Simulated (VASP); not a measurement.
# BiSbS4 (P-3m1) in VASP: settings compared

Aim: see how the results for BiSbS4 move with the level of theory and the settings. Levels: PBE, r2SCAN. Tasks: relaxation of cell and atoms, single point.

Everything below comes from runs of VASP 6.6.1. Logs are shortened: lines on timing, memory, paths and dates and some standing lists are left out, and cuts for length are marked.

## (1) The structure

The structure is trigonal, space group P-3m1 (No. 164). Conventional cell: a = 3.858 Å, b = 3.858 Å, c = 12.798 Å, α = 90.00°, β = 90.00°, γ = 120.00°. Sb (site symmetry -3m) is surrounded by 6 S at 2.68 Å. Bi (site symmetry -3m) is surrounded by 6 S at 2.74 Å. S (site symmetry 3m) is surrounded by 3 Sb at 2.68 Å. S (site symmetry 3m) is surrounded by 3 Bi at 2.74 Å.

The cell was built by a generator and needn't be a form met in nature.

## (2) Relaxation of cell and atoms, PBE

Input file INCAR:

```
ALGO = Normal ; EDIFF = 1E-6
EDIFFG = -0.01 ; ENCUT = 520
GGA = PE ; IBRION = 2
ISIF = 3 ; ISMEAR = 0
KPAR = 4 ; LASPH = T
LCHARG = F ; LREAL = F
LWAVE = F ; NELM = 120
NSW = 90 ; PREC = Accurate
SIGMA = 0.1
```

Input file KPOINTS:

```
k-points
0
Gamma
  10 10 4
```

Input file POSCAR:

```
BiSbS4
1.0
    3.8579454400      0.0000000000      0.0000000000
   -1.9289727200      3.3410787600      0.0000000000
    0.0000000000      0.0000000000     12.7980000000
Sb Bi S
1 1 4
Direct
    0.0000000000      0.0000000000      0.0000000000
    0.0000000000      0.0000000000      0.5000000000
    0.3333333300      0.6666666700      0.8842006600
    0.3333333300      0.6666666700      0.3746679200
    0.6666666700      0.3333333300      0.6253320800
    0.6666666700      0.3333333300      0.1157993400
```

Potentials or basis: VASP PAW PBE potentials, release 64 (Sb, Bi_d, S).

Command:

```sh
cat potpaw_PBE.64/Sb/POTCAR potpaw_PBE.64/Bi_d/POTCAR potpaw_PBE.64/S/POTCAR > POTCAR
mpirun -np 4 vasp_std > vasp.out
```

OUTCAR:

```text
EDIFF = 1E-6
   EDIFFG = -0.01
   ENCUT = 520
   GGA = PE
   IBRION = 2
   ISIF = 3
   ISMEAR = 0
   LASPH = T
   LREAL = F
   NELM = 120
   NSW = 90
   PREC = Accurate

 ion  position               nearest neighbor table
   1  0.000  0.000  0.000-   3 2.68   6 2.68   6 2.68   3 2.68   6 2.68   3 2.68
   2  0.000  0.000  0.500-   4 2.74   5 2.74   5 2.74   4 2.74   5 2.74   4 2.74
   3  0.333  0.667  0.884-   1 2.68   1 2.68   1 2.68
   4  0.333  0.667  0.375-   2 2.74   2 2.74   2 2.74
   5  0.667  0.333  0.625-   2 2.74   2 2.74   2 2.74
   6  0.667  0.333  0.116-   1 2.68   1 2.68   1 2.68

  LATTYP: Found a hexagonal cell.
 ALAT       =     3.8579454400
 C/A-ratio  =     3.3173097440

  Lattice vectors:

 A1 = (   3.8579454400,   0.0000000000,   0.0000000000)
 A2 = (  -1.9289727200,   3.3410787600,   0.0000000000)
 A3 = (   0.0000000000,   0.0000000000,  12.7980000000)

Analysis of symmetry for initial positions (statically):
=====================================================================
 Subroutine PRICEL returns:
 Original cell was already a primitive cell.

 Routine SETGRP: Setting up the symmetry group for a
 hexagonal supercell.

 Subroutine GETGRP returns: Found 12 space group operations
 (whereof 12 operations were pure point group operations)
 out of a pool of 24 trial point group operations.

The static configuration has the point symmetry D_3d.

Analysis of symmetry for dynamics (positions and initial velocities):
=====================================================================
 Subroutine PRICEL returns:
 Original cell was already a primitive cell.

 Routine SETGRP: Setting up the symmetry group for a
 hexagonal supercell.

 Subroutine GETGRP returns: Found 12 space group operations
 (whereof 12 operations were pure point group operations)
 out of a pool of 24 trial point group operations.

The dynamic configuration has the point symmetry D_3d.

 Subroutine INISYM returns: Found 12 space group operations
 (whereof 12 operations are pure point group operations),
 and found     1 'primitive' translations

----------------------------------------------------------------------------------------

                                     Primitive cell

  volume of cell :     164.9624

  direct lattice vectors                    reciprocal lattice vectors
     3.857945440  0.000000000  0.000000000     0.259205325  0.149652264  0.000000000
    -1.928972720  3.341078760  0.000000000     0.000000000  0.299304528  0.000000000
     0.000000000  0.000000000 12.798000000     0.000000000  0.000000000  0.078137209

  length of vectors
     3.857945440  3.857945442 12.798000000     0.299304528  0.299304528  0.078137209

  position of ions in fractional coordinates (direct lattice)
     0.000000000  0.000000000  0.000000000
     0.000000000  0.000000000  0.500000000
     0.333333330  0.666666670  0.884200660
     0.333333330  0.666666670  0.374667920
     0.666666670  0.333333330  0.625332080
     0.666666670  0.333333330  0.115799340

  ion indices of the primitive-cell ions
   primitive index   ion index
                 1           1
                 2           2
                 3           3
                 4           4
                 5           5
                 6           6

----------------------------------------------------------------------------------------

 KPOINTS: k-points

Automatic generation of k-mesh.
 Grid dimensions read from file:
 generate k-points for:   10   10    4

 Generating k-lattice:

  Cartesian coordinates                     Fractional coordinates (reciprocal lattice)
     0.025920532  0.014965226  0.000000000     0.100000000 -0.000000000  0.000000000
     0.000000000  0.029930453  0.000000000     0.000000000  0.100000000  0.000000000
     0.000000000  0.000000000  0.019534302     0.000000000  0.000000000  0.250000000

  Length of vectors
     0.029930453  0.029930453  0.019534302

  Shift w.r.t. Gamma in fractional coordinates (k-lattice)
     0.000000000  0.000000000  0.000000000

 Subroutine IBZKPT returns following result:
 ===========================================

 Found     50 irreducible k-points:

 Following reciprocal coordinates:
            Coordinates               Weight
  0.000000  0.000000  0.000000      1.000000
  0.100000  0.000000  0.000000      6.000000
  0.200000  0.000000  0.000000      6.000000
  0.300000  0.000000  0.000000      6.000000
  0.400000  0.000000  0.000000      6.000000
  0.500000  0.000000  0.000000      3.000000
[... 16 lines left out ...]
  0.000000  0.400000  0.250000      6.000000
  0.500000  0.000000  0.250000      6.000000
 [... further k-points ...]
   k-points           NKPTS =     50   k-points in BZ     NKDIM =     50   number of bands    NBANDS=     26
   number of dos      NEDOS =    301   number of ions     NIONS =      6
   total plane-waves  NPLWV =  86400
   dimension x,y,z NGX =    30 NGY =   30 NGZ =   96
   dimension x,y,z NGXF=    60 NGYF=   60 NGZF=  192
   ions per type =               1   1   4
   NGX,Y,Z   is equivalent  to a cutoff of  12.93, 12.93, 12.47 a.u.
   NGXF,Y,Z  is equivalent  to a cutoff of  25.86, 25.86, 24.94 a.u.
 SYSTEM =  unknown system
   PREC   = accura    normal or accurate (medium, high low for compatibility)
   ISTART =      0    job   : 0-new  1-cont  2-samecut
   ICHARG =      2    charge: 1-file 2-atom 10-const
   ISPIN  =      1    spin polarized calculation?
   LNONCOLLINEAR =      F non collinear calculations
   LSORBIT =      F    spin-orbit coupling
   LASPH  =      T    aspherical Exc in radial PAW
   ENCUT  =  520.0 eV  38.22 Ry    6.18 a.u.   7.17  7.17 23.80*2*pi/ulx,y,z
   NELM   =    120;   NELMIN=  2; NELMDL= -5     # of ELM steps
   EDIFF  = 0.1E-05   stopping-criterion for ELM
   LREAL  =      F    real-space projection
   EDIFFG = -.1E-01   stopping-criterion for IOM
   NSW    =     90    number of steps for IOM
   IBRION =      2    ionic relax: 0-MD 1-quasi-New 2-CG
   NFREE  =      1    steps in history (QN), initial steepest desc. (CG)
   ISIF   =      3    stress and relaxation
   ISYM   =      2    0-nonsym 1-usesym 2-fastsym
   POTIM  = 0.5000    time-step for ionic-motion
   TEBEG  =    0.0;   TEEND  =   0.0 temperature during run
   PSTRESS=    0.0 pullay stress
   NELECT =      44.0000    total number of electrons
   NUPDOWN=      -1.0000    fix difference up-down
   EMIN   =  10.00;   EMAX   =-10.00  energy-range for DOS
   EFERMI =   0.00;   METHOD = LEGACY
   ISMEAR =     0;   SIGMA  =   0.10  broadening in eV -4-tet -1-fermi 0-gaus
   EFERMI_NEDOS =   21; number of points for ismear=-14 and -15
   IALGO  =     38    algorithm
   IMIX   =      4    mixing-type and parameters
     AMIX     =   0.40;   BMIX     =  1.00
     AMIX_MAG =   1.60;   BMIX_MAG =  1.00
  volume/ion in A,a.u.               =      27.49       185.54
  Fermi-wavevector in a.u.,A,eV,Ry     =   1.053814  1.991420 15.109604  1.110525
  Thomas-Fermi vector in A             =   2.188950
   LORBIT       =      0    0 simple, 1 ext, 2 COOP (PROOUT), +10 PAW based schemes
   GGA     = PE    functional components
   LHFCALC =     F    Hartree Fock is set to
   AEXX    =    0.0000 exact exchange contribution
   IVDW    =     0    specifies the selected vdW correction
   LEPSILON=     F    determine dielectric tensor
   LRPA    =     F    only Hartree local field effects (RPA)
 conjugate gradient relaxation of ions
 non-spin polarized calculation
 Gauss-broadening in eV      SIGMA  =   0.10
  energy-cutoff  :      520.00
  volume of cell :      164.96
 maximum number of plane-waves:      4480
 NGX is ok and might be reduce to    30
   NGX = 15   NGY = 15   NGZ = 47

--------------------------------------- Ionic step        1  -------------------------------------------

 number of electron      44.0000005 magnetization

 Free energy of the ion-electron system (eV)
  ---------------------------------------------------
  ext. energy  EPLUGINS =         0.00000000
  ---------------------------------------------------
  free energy    TOTEN  =       -24.81214643 eV

  energy without entropy =      -24.78566284  energy(sigma->0) =      -24.79890463

------------------------ aborting loop because EDIFF is reached ----------------------------------------

  FORCE on cell =-STRESS in cart. coord.  units (eV):
  Direction    XX          YY          ZZ          XY          YZ          ZX
  --------------------------------------------------------------------------------------
  -------------------------------------------------------------------------------------
  Total       -0.6769781     -0.6769781      0.8153431      0.0000000      0.0000000      0.0000000
  in kB       -6.5750684     -6.5750684      7.9189219      0.0000000      0.0000000      0.0000000
  external PRESSURE =      -1.7437383 kB  Pullay stress =       0.0000000 kB
[... 101 lines left out ...]
  FREE ENERGIE OF THE ION-ELECTRON SYSTEM (eV)
  ---------------------------------------------------
  free  energy   TOTEN  =       -24.8295325326 eV

  energy  without entropy=      -24.8046666406  energy(sigma->0) =      -24.81709959

[... ionic steps 4 to 8 ...]

--------------------------------------- Ionic step        9  -------------------------------------------

 number of electron      44.0000000 magnetization

------------------------ aborting loop because EDIFF is reached ----------------------------------------

  FORCE on cell =-STRESS in cart. coord.  units (eV):
  Direction    XX          YY          ZZ          XY          YZ          ZX
  --------------------------------------------------------------------------------------
  -------------------------------------------------------------------------------------
  Total       -0.0170597     -0.0170597     -0.0172493     -0.0000000     -0.0000000      0.0000000
  in kB       -0.1671278     -0.1671278     -0.1689847     -0.0000000     -0.0000000      0.0000000
  external PRESSURE =      -0.1677468 kB  Pullay stress =       0.0000000 kB
[... 65 lines left out ...]
  energy  without entropy=      -24.8047071228  energy(sigma->0) =      -24.81714319

--------------------------------------- Ionic step       11  -------------------------------------------

 number of electron      44.0000000 magnetization

 Free energy of the ion-electron system (eV)
  ---------------------------------------------------
  ext. energy  EPLUGINS =         0.00000000
  ---------------------------------------------------
  free energy    TOTEN  =       -24.82959582 eV

  energy without entropy =      -24.80472574  energy(sigma->0) =      -24.81716078

 E-fermi :   3.8487     XC(G=0):  -8.8215

 val. band max:        3.8428649193   @ k =   0.3000   0.3000   0.5000
 cond. band min:       3.8514096084   @ k =  -0.2000   0.5000   0.2500
 fundamental gap:      0.0085446892
 Fermi energy:         3.8487420417

 k-point     1 :       0.0000    0.0000    0.0000
  band No.  band energies     occupation
      1     -18.8256      2.00000
      2     -18.8256      2.00000
      3     -18.7954      2.00000
      4     -18.7665      2.00000
      5     -18.7665      2.00000
      6     -10.7257      2.00000
[... 685 lines left out ...]
     25       6.9181      0.00000
     26       7.6850      0.00000

 [... further k-points ...]

------------------------ aborting loop because EDIFF is reached ----------------------------------------

  FORCE on cell =-STRESS in cart. coord.  units (eV):
  Direction    XX          YY          ZZ          XY          YZ          ZX
  --------------------------------------------------------------------------------------
  -------------------------------------------------------------------------------------
  Total       -0.0014301     -0.0014301      0.0113979      0.0000000      0.0000000      0.0000000
  in kB       -0.0140091     -0.0140091      0.1116502      0.0000000      0.0000000      0.0000000
  external PRESSURE =       0.0278773 kB  Pullay stress =       0.0000000 kB
[... 21 lines left out ...]
  FREE ENERGIE OF THE ION-ELECTRON SYSTEM (eV)
  ---------------------------------------------------
  free  energy   TOTEN  =       -24.8295958224 eV

  energy  without entropy=      -24.8047257376  energy(sigma->0) =      -24.81716078

 reached required accuracy - stopping structural energy minimisation
```

Run time: 2.3 min. Hardware: 4 MPI ranks of AMD EPYC 9R45 (Zen 5), shared host; peak memory 0.42 GiB.

What came out:

| Quantity | Value |
| --- | --- |
| Free energy | -24.8296 eV |
| Relaxed volume | 27.26 Å³/atom |
| Relaxed cell | a = 3.812 Å, b = 3.812 Å, c = 12.994 Å, α = 90.00°, β = 90.00°, γ = 120.00° |
| Space group after relaxing (to 0.05 Å) | P-3m1 (No. 164) |
| Energy gained by relaxing | 2.9 meV/atom |
| Ionic steps | 11 |
| Pressure after relaxing | 0.0 GPa |
| Largest force after relaxing | 0.010 eV/Å |
| Band gap on the k mesh | none (metal or under the smearing width) |

Forces in eV/Å, atoms in the order of the input:
```
Sb   0.000  0.000  0.000
Bi   0.000  0.000  0.000
S    0.000  0.000  0.004
S    0.000  0.000  0.010
S    0.000  0.000 -0.010
S    0.000  0.000 -0.004
```

The path:
| step | energy change (eV) | largest force (eV/Å) | pressure (GPa) | volume (Å³) |
| --- | --- | --- | --- | --- |
| 1 | 0.0000 | 0.1550 | -0.17 | 164.96 |
| 2 | -0.0121 | 0.0864 | -0.06 | 164.24 |
| 3 | -0.0174 | 0.0119 | 0.07 | 163.37 |
| 4 | -0.0174 | 0.0107 | 0.07 | 163.33 |
| 5 | -0.0174 | 0.0217 | -0.05 | 163.68 |
| 6 | -0.0174 | 0.0115 | 0.00 | 163.52 |
| 7 | -0.0174 | 0.0122 | 0.01 | 163.52 |
| 8 | -0.0174 | 0.0176 | -0.02 | 163.60 |
| 9 | -0.0174 | 0.0142 | -0.02 | 163.54 |
| 10 | -0.0174 | 0.0122 | 0.00 | 163.53 |
| 11 | -0.0174 | 0.0096 | 0.00 | 163.56 |

Final structure:
```
Sb Bi S
1.0
     3.81236    0.00000    0.00000
    -1.90618    3.30160    0.00000
     0.00000    0.00000   12.99441
Sb Bi S
1 1 4
Direct
  0.00000 0.00000 0.00000
  0.00000 0.00000 0.50000
  0.33333 0.66667 0.88359
  0.33333 0.66667 0.37342
  0.66667 0.33333 0.62658
  0.66667 0.33333 0.11641
```

Caveat: spin-orbit coupling is left out, which moves the levels of the heavy elements; this functional lacks dispersion, which binds the layers, so the pressure and a relaxed spacing across them are unreliable.

[end of part 1 of 2]
